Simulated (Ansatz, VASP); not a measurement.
# W: VASP beside Ansatz

Aim: how closely do two programs agree when they are given the same cell, functional and k mesh? The structure shown is the start of the Ansatz relaxation below; VASP solves that cell, so the two are compared at the walk's first step.

Method: plane waves, with VASP 6.6.1 beside it; single point at PBEsol, in Ansatz 0.2.0.

**1. The structure**

The cell holds 10 atoms: 10 W. Its edges and angles: a = 4.356 Å, b = 4.356 Å, c = 36.460 Å, α = 90.0°, β = 90.0°, γ = 90.0°. It derives from W. Vacuum lies along c.

**2. Ansatz: relaxation, PBEsol**

Ansatz runs on its PAW soft_1 files.

The two programs are compared at the cell with which this relaxation starts, whose forces are those of its first step.

input.yaml reads:

```yaml
crystal:
  lattice:
    - [-3.0799851754, -3.0799851754, 0.0]
    - [-3.0799851754, 3.0799851754, 0.0]
    - [0.0, 0.0, -36.4599902]
  atoms:
    - { symbol: W, position: [0.9971160244, -0.0504254663, 0.8200805945] }
    - { symbol: W, position: [0.5028839756, 0.5504254663, 0.8200805945] }
    - { symbol: W, position: [0.0002566829, 0.4955119753, 0.7793861571] }
    - { symbol: W, position: [0.4997433171, 0.0044880247, 0.7793861571] }
    - { symbol: W, position: [0.5, 0.5, 0.7349149041] }
    - { symbol: W, position: [0.0, 0.0, 0.7349149041] }
    - { symbol: W, position: [-0.0002566829, 0.5044880247, 0.6904436511] }
    - { symbol: W, position: [0.5002566829, -0.0044880247, 0.6904436511] }
    - { symbol: W, position: [1.0028839756, 0.0504254663, 0.6497492137] }
    - { symbol: W, position: [0.4971160244, 0.4495745337, 0.6497492137] }
  periodic: [true, true, false]
kpoints:
  mp_grid: { grid: [8, 8, 1] }
hamiltonian:
  xc: pbesol
  pseudopotentials: { kind: paw, azcp: { folder: soft_1 }, xc_functional: pbe }
scf:
  occupations: { method: methfessel_paxton, width: 0.2 }
output:
  forces: true
  stress: true
  eigenvalues: true
relax:
  adjacent_minimum: "off"
  f_tol: 0.002
  max_steps: 120
  cell: { stress_2d_tol: 0.005 }
```

Started as:

```bash
$ ansatz run input.yaml --threads 8 --pin off --max-ram 16384MiB --backend cpu --events-out ev --progress --plain --runs-dir out
```

Numbers of over 12 decimals in the logs are rounded to 6 here.

The log of the run:

```text
Engine: ansatz 0.2.0, aarch64-unknown-linux-gnu
Pseudopotentials: kind: paw
Pseudopotential: W, paw, valence charge 14, recommended cutoff 420 eV (normal), soft_1/W.paw.azcp
Functional definition: PBEsol
  exchange = pbesol_x
  correlation = pbesol_c
Crystal: 10 atoms, lattice volume = 691.741 Å³
Basis set: ecut = 420 eV, 13513 PW (Γ), exchange–correlation on 60×60×500 points (8 copies of the dense FFT grid, shifted against one another)
Bands: 84, of which v1, the nominal top of the filled ones, is band 70 counted from 1 (69 counted from 0)
Symmetry: 4 space group operations
Space group: P2/c (ITA 13), of the structure as read, at distance tolerance 8.8e-5 Å
k-points: 34 of 64
Non-local potential: W, projectors of the file, l = 0: 3, l = 1: 2, l = 2: 2, l = 3: 1
PAW form: soft (Blöchl's): semilocal exchange-correlation on the pseudo side does not see the compensation charge
PAW frozen core: W, regenerated for the run's functional, and the local potential with it (the file was generated under x = pbe(κ = 0.804, μ = 0.219515), c = pbe(β = 0.066725))
PAW one-centre angular grid: W, 590 points (default); XC on 64 Gauss nodes
Initial density: superposition of atomic densities (neutral atoms: chi_scale 0, normalization atom)
Initial wavefunctions: pseudopotential atomic-orbital guess
Functional: x = pbesol(κ = 0.804, μ = 0.123457), c = pbesol(β = 0.046)
SCF iter   1: F=—  HF=-102573.248325 eV  |F-HF|=—  |Δ(HF+E_count)|=         —  Δρ=3.87e-2  dr2=6.54e1  ethr=3.10e-3  ⟨swp⟩=12.1  Hψ=19630  notcnv=0
preconditioner: auto → LDOS  [metal: Δε(μ)=0.001 eV  Ē_g=5.273 eV  σ=0.200 eV  W_gap=0.00  n_scr=112 (ndim 8)  ℏωp=10.9 eV  f_vac=0.709  D(μ)=7.48/eV (n_scr^D=16)  β→1.0]
SCF iter   2: F=—  HF=-102571.517919 eV  |F-HF|=—  |Δ(HF+E_count)|=    1.73e0  S|Δr|=    0.00e0  Δρ=3.43e-2  dr2=6.25e1  ethr=3.10e-3  ⟨swp⟩=7.4  Hψ=9509  notcnv=0  defer=122
SCF iter   3: F=—  HF=-102565.510141 eV  |F-HF|=—  |Δ(HF+E_count)|=    6.01e0  S|Δr|=    0.00e0  Δρ=5.65e-3  dr2=1.27e0  ethr=3.10e-3  ⟨swp⟩=5.6  Hψ=8250  notcnv=0  defer=136
SCF iter   4: F=—  HF=-102565.353541 eV  |F-HF|=—  |Δ(HF+E_count)|=   1.57e-1  S|Δr|=    0.00e0  Δρ=1.47e-3  dr2=5.69e-2  ethr=9.08e-4  ⟨swp⟩=3.1  Hψ=4693  notcnv=0  defer=137
SCF iter   5: F=—  HF=-102565.353285 eV  |F-HF|=—  |Δ(HF+E_count)|=   2.57e-4  S|Δr|=    0.00e0  Δρ=5.14e-4  dr2=7.66e-3  ethr=4.07e-5  ⟨swp⟩=4.5  Hψ=6997  notcnv=0  defer=137
SCF iter   6: F=—  HF=-102565.353411 eV  |F-HF|=—  |Δ(HF+E_count)|=   1.27e-4  S|Δr|=    0.00e0  Δρ=1.93e-4  dr2=5.72e-4  ethr=5.47e-6  ⟨swp⟩=3.2  Hψ=4689  notcnv=0  defer=137
SCF iter   7: F=—  HF=-102565.353386 eV  |F-HF|=—  |Δ(HF+E_count)|=   2.52e-5  S|Δr|=    0.00e0  Δρ=6.80e-5  dr2=1.08e-4  ethr=4.09e-7  ⟨swp⟩=4.1  Hψ=6769  notcnv=0  defer=137
SCF iter   8: F=—  HF=-102565.353385 eV  |F-HF|=—  |Δ(HF+E_count)|=   5.44e-7  S|Δr|=    0.00e0  Δρ=2.44e-5  dr2=2.08e-5  ethr=7.71e-8  ⟨swp⟩=3.7  Hψ=5937  notcnv=0  defer=137
SCF iter   9: F=—  HF=-102565.353662 eV  |F-HF|=—  |Δ(HF+E_count)|=   2.76e-4  S|Δr|=    0.00e0  Δρ=7.71e-6  dr2=1.20e-6  ethr=1.49e-8  ⟨swp⟩=3.6  Hψ=5872  notcnv=0  defer=140
SCF iter  10: F=—  HF=-102565.353662 eV  |F-HF|=—  |Δ(HF+E_count)|=   5.84e-7  S|Δr|=    0.00e0  Δρ=3.09e-6  dr2=2.30e-7  ethr=8.57e-10  ⟨swp⟩=4.1  Hψ=6747  notcnv=0  defer=140
SCF iter  11: F=-102565.353662 eV  HF=-102565.353662 eV  |F-HF|=2.44e-8  |Δ(HF+E_count)|=   1.56e-7  S|Δr|=    0.00e0  Δρ=1.24e-6  dr2=2.42e-8  ethr=7.14e-11  ⟨swp⟩=26.4  Hψ=20010  notcnv=0
SCF 1 converged in 11 iterations: F = -102565.353662 eV  dr2 = 2.42e-8
  greatest PAW one-centre occupation: 0.999 electrons in one spin orbital (limit 2), on the W atom at site 7 (counted from 0), in its partial waves of l = 0
relax step   1: F+E_penalty+E_count = -102565.35366242 eV  Δ(F+E_penalty+E_count) = +0.000e0 eV  max|allowed force component| = 6.676e-1 eV/Å  Δτ_max = 0.0000 Å  P = +3.348 N/m  Ω = 691.741 Å³  fix = [c, alpha, beta]  reactions: c +0.000 N/m  (11 SCF iters, dr2 threshold 1.00e-7 eV, accepted)
Crystal: 10 atoms, lattice volume = 706.162 Å³
Basis set: ecut = 420 eV, 13929 PW (Γ), exchange–correlation on 60×60×500 points (8 copies of the dense FFT grid, shifted against one another)
Initial density: handed on by an earlier stage of this run
Initial wavefunctions: those handed on with the density
iter 1 solved again at ethr=3.88e-4 eV; its pass at ethr=3.10e-3 eV (dr2=5.43e-1 eV) is discarded
SCF iter   1: F=—  HF=-102565.385481 eV  |F-HF|=—  |Δ(HF+E_count)|=         —  Δρ=5.58e-3  dr2=5.16e-1  ethr=3.88e-4  ⟨swp⟩=3.0  Hψ=18419  notcnv=0
preconditioner: auto → LDOS  [metal: Δε(μ)=0.019 eV  Ē_g=4.438 eV  σ=0.200 eV  W_gap=0.08  n_scr=116 (ndim 8)  ℏωp=10.8 eV  f_vac=0.707  D(μ)=6.59/eV (n_scr^D=14)  β→1.0]
SCF iter   2: F=—  HF=-102565.408939 eV  |F-HF|=—  |Δ(HF+E_count)|=   2.35e-2  S|Δr|=    0.00e0  Δρ=5.30e-3  dr2=6.54e-1  ethr=3.69e-4  ⟨swp⟩=3.4  Hψ=6390  notcnv=0  defer=1
[...]
SCF iter   4: F=—  HF=-102565.432869 eV  |F-HF|=—  |Δ(HF+E_count)|=   3.22e-7  S|Δr|=    0.00e0  Δρ=1.98e-7  dr2=5.29e-10  ethr=1.95e-12  ⟨swp⟩=4.1  Hψ=7012  notcnv=0
SCF iter   5: F=—  HF=-102565.432869 eV  |F-HF|=—  |Δ(HF+E_count)|=   1.83e-7  S|Δr|=    0.00e0  Δρ=6.48e-8  dr2=3.04e-11  ethr=3.78e-13 (applied; sched 1.00e-12)  ⟨swp⟩=3.6  Hψ=5780  notcnv=0
SCF iter   6: F=—  HF=-102565.432869 eV  |F-HF|=—  |Δ(HF+E_count)|=   3.01e-8  S|Δr|=    0.00e0  Δρ=2.12e-8  dr2=6.34e-12  ethr=2.17e-14 (applied; sched 1.00e-12)  ⟨swp⟩=4.3  Hψ=7063  notcnv=0
SCF iter   7: F=—  HF=-102565.432869 eV  |F-HF|=—  |Δ(HF+E_count)|=   6.58e-9  S|Δr|=    0.00e0  Δρ=5.91e-9  dr2=7.65e-13  ethr=4.53e-15 (applied; sched 1.00e-12)  ⟨swp⟩=4.2  Hψ=6855  notcnv=0
SCF iter   8: F=-102565.432869 eV  HF=-102565.432869 eV  |F-HF|=2.76e-10  |Δ(HF+E_count)|=  3.93e-10  S|Δr|=    0.00e0  Δρ=2.48e-9  dr2=1.61e-13  ethr=1.00e-12  ⟨swp⟩=14.1  Hψ=14877  notcnv=0
SCF 8 converged in 8 iterations: F = -102565.432869 eV  dr2 = 1.61e-13
relax step   8: F+E_penalty+E_count = -102565.43286910 eV  Δ(F+E_penalty+E_count) = -4.159e-4 eV  max|allowed force component| = 1.501e-4 eV/Å  Δτ_max = 0.0000 Å  P = +0.000 N/m  Ω = 695.476 Å³  fix = [c, alpha, beta]  reactions: c +0.000 N/m  stress off target by 2.16e-3 N/m on what of the cell is left free  SCF on the basis re-selected at this cell (its energy is not comparable with the rows above)  (8 SCF iters)
basis re-selected at this cell: Δ(F+E_penalty+E_count) = -4.159e-4 eV, ΔP = +0.000 N/m vs the last step (what re-selecting the basis moved, of the pressure what is left beyond the Pulay correction that the steps carried, after the strain that the cell walked since its last selection, with what the two solves' SCF thresholds leave and, on support functions, any second-order correction that the steps lacked; it is no m [...]
SCF converged after 8 iterations
Stability not checked: this state was not tested for a lower state beside it, because cold or Methfessel-Paxton smearing, or corrected tetrahedra, fill the levels in a way that the test cannot read (fill_not_monotonic; see scf.lower_state_search)
Free energy (F): -102565.432869 eV
Harris-Foulkes:  -102565.432869 eV  (|F-HF|=2.76e-10)
Internal energy: -102565.442530 eV  (E = F + TS)
E sigma→0 (E₀):  -102565.435284 eV
Entropy (-TS):   0.009660 eV (0.966 meV/atom)
Fermi energy:    -4.540997 eV
Step filling:    the computed levels leave a gap of 0.0001 eV = 0.0 smearing widths at the electron count; against every level under it full and every level over it empty, smearing changes F+E_penalty+E_count by +2.813 meV and its σ→0 estimate by +0.398 meV
--- Per-component energies (eV) ---
  E_band       = -4580.276606
  E_kinetic    = 4224.367134
  E_local      = -610054.909859  (includes V_loc(G=0)·N_el)
  E_nonlocal   = -222.080577
  E_hartree    = 302712.652270
  E_xc         = -2653.790190
  E_vxc        = -2304.005596  (∫ρ·V_xc dr)
  E_paw        = -84515.074285  (= ΣΔE_a)
  E_vpaw       = -1648.953959  (= ΣTr[D̂ρ^β])
  E_aug_tail   = 0.001503  (compensation charges beyond the density's cutoff)
  E_ewald      = 287941.172897
  E_core_change = 2.218577  (= ΣΔE_core)
  E_smearing   = 0.009660  (= −TS)
  E_closure    = 0.000000  (closes the sum)
  Σ components = -102565.432869   (vs F -102565.432869, Δ=0.00e0)
--- Forces (eV/Å), atoms counted from 1 ---
  atom   1  W     -0.00000508    -0.00000821     0.00001887
  atom   2  W      0.00000508     0.00000821     0.00001887
  atom   3  W      0.00015005    -0.00001931    -0.00000827
  atom   4  W     -0.00015005     0.00001931    -0.00000827
  atom   5  W      0.00000000    -0.00000000     0.00000000
  atom   6  W      0.00000000     0.00000000     0.00000000
  atom   7  W     -0.00015005     0.00001931     0.00000827
  atom   8  W      0.00015005    -0.00001931     0.00000827
  atom   9  W      0.00000508     0.00000821    -0.00001887
  atom  10  W     -0.00000508    -0.00000821    -0.00001887
  max |Σ_I F_I| component: 1.02e-20 eV/Å
--- 2D stress c σ (N/m, compression-positive) ---
        0.000746      -0.001965       0.000000
       -0.001965      -0.000561      -0.000000
        0.000000       0.000000       0.000000
  P = ½ c Tr σ = 0.0001 N/m
--- Band table (eV; the first three rows and the last of 34) ---
  k-point 0: bands = [... 66 lower, -4.9539, -4.8414, -4.7622, -4.4712, -4.2546, -4.1760, -3.3277, -3.3270, ... 10 higher]
  k-point 1: bands = [... 66 lower, -5.0272, -4.8480, -4.7939, -4.5601, -3.9734, -3.9047, -3.5889, -3.3524, ... 10 higher]
  k-point 2: bands = [... 66 lower, -5.2922, -5.0887, -4.8658, -4.3378, -4.0907, -3.9386, -3.5923, -3.5005, ... 10 higher]
  k-point 33: bands = [... 66 lower, -4.9399, -4.9399, -4.5380, -4.5379, -4.5300, -4.5300, -3.8216, -3.8216, ... 10 higher]
--- Relaxed structure (7 steps of the walk, 6 accepted, 1 SCFs on fresh bases) ---
  F+E_penalty+E_count = -102565.43286910 eV   max|allowed force component| = 1.501e-4 eV/Å   (the final SCF, on the basis selected at the relaxed cell)
  cell:  # Å, volume = 695.4765 Å³
    - [-3.077199, -3.077218, 0.0]
    - [-3.099400, 3.099419, 0.0]
    - [0.0, 0.0, -36.4599902]
  atoms:
    - { symbol: W, position: [1.000000, -0.053827, 0.820829] }
    - { symbol: W, position: [0.500000, 0.553827, 0.820829] }
    - { symbol: W, position: [9.708832309773818e-7, 0.492470, 0.778928] }
    - { symbol: W, position: [0.499999, 0.00753042, 0.778928] }
    - { symbol: W, position: [0.500000, 0.5, 0.7349149041] }
    - { symbol: W, position: [0, 0, 0.7349149041] }
    - { symbol: W, position: [-9.708832309218707e-7, 0.507530, 0.690902] }
    - { symbol: W, position: [0.500001, -0.00753042, 0.690902] }
    - { symbol: W, position: [1.000000, 0.053827, 0.649001] }
    - { symbol: W, position: [0.500000, 0.446173, 0.649001] }
```

Reading the cycles: dr2 is the Hartree energy of the density residual (eV), the measure of convergence; HF is the Harris–Foulkes estimate of the energy, which meets the free energy F at convergence.

(Continued in part 2 of 2.)

[Lines on the potential files, build, host, timing and source positions are cut from VASP's logs without a mark.]

[Logs are printed without paths, hosts, clocks, repeated set-up lines and the standing remarks that a program may print on its own settings, such as how far it seeks lower states.]

[Hosts, paths, dates, database ids (printed as entryN), source tags and the programs' standing remarks are cut or masked in the printed files.]
